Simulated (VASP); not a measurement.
Here is the system:

```cif
data_AlN
_chemical_formula_sum 'Al1 N1'
_space_group_name_H-M_alt 'P 1'
_space_group_IT_number 1
_cell_length_a 3.10241
_cell_length_b 3.10241
_cell_length_c 3.10241
_cell_angle_alpha 60.000
_cell_angle_beta 60.000
_cell_angle_gamma 60.000
loop_
_space_group_symop_operation_xyz
  'x, y, z'
loop_
_atom_site_label
_atom_site_type_symbol
_atom_site_fract_x
_atom_site_fract_y
_atom_site_fract_z
_atom_site_occupancy
Al1 Al 0.00000 0.00000 0.00000 1
N1 N 0.25000 0.25000 0.25000 1
```

Level of theory: vdW-DF-cx, VASP's PBE PAW potentials (set 64) (plane waves; VASP 6.6.1). Settings: 520 eV cut-off, 10×10×10 Γ-centred mesh, Gaussian smearing of 0.050 eV, potentials Al N.

Task: Give the energy at these volumes per atom, relative to the lowest: 9.92, 10.24, 10.55, 10.87, 11.19 Å³.

Result: 26.5, 6.4, 0.0, 5.5, 21.2 meV/atom. A third-order Birch-Murnaghan fit gives B0 = 199 GPa and B0′ = 3.9.

The compound is AlN in the zinc blende structure, a metastable form; wurtzite is the usual one. It was relaxed first.
